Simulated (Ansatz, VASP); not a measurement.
Two plane-wave programs on Mg6SiB

```
Mg Si B
1.0
     0.00000    3.89167   -4.93801
     0.00000    3.89167    4.93801
     3.97571    0.00000    0.00000
Mg Si B
6 1 1
Direct
  0.85964 0.14036 0.50000
  0.33636 0.10223 0.50000
  0.89777 0.66365 0.50000
  0.62864 0.37137 0.00000
  0.18639 0.44420 0.00000
  0.55580 0.81361 0.00000
  0.05350 0.94650 0.00000
  0.48191 0.51809 0.50000
```

The cell comes from a database or a generator and needn't be the stable form of this composition.

Alike in both runs: task single point; functional LDA; k mesh 5 × 5 × 7; occupations gaussian, width 0.1 eV; no spin polarisation.

|  | VASP | Ansatz |
| --- | --- | --- |
| version | VASP 6.6.1 | Ansatz 0.2.0 |
| potentials or method | VASP PAW LDA potentials, release 54 (Mg, Si, B) | Ansatz PAW |
| plane-wave cutoff (eV) | 520 | 420 |
| valence electrons in the cell | 19 | 67 |

Ansatz gave:

* gap on the k mesh at the Fermi level (eV): none
* pressure (GPa): -3.0
* largest component of the traceless stress (GPa): 0.38
* rms of the force components (eV/Å): 0.052

Question: Estimate VASP's values.

Answer: gap on the k mesh at the Fermi level (eV): none; pressure (GPa): -3.3; largest component of the traceless stress (GPa): 0.41; rms of the force components (eV/Å): 0.052.

Atom by atom the forces differ by 0.001 eV/Å (rms over components). A gap of «none» marks a metal or a gap that the smearing closes. The two sets of potentials don't hold the same shells in valence.

Caveats: the PAW data sets come from PBE, with cores solved anew for the run's functional, which leaves a small shift of forces and pressure (Ansatz).
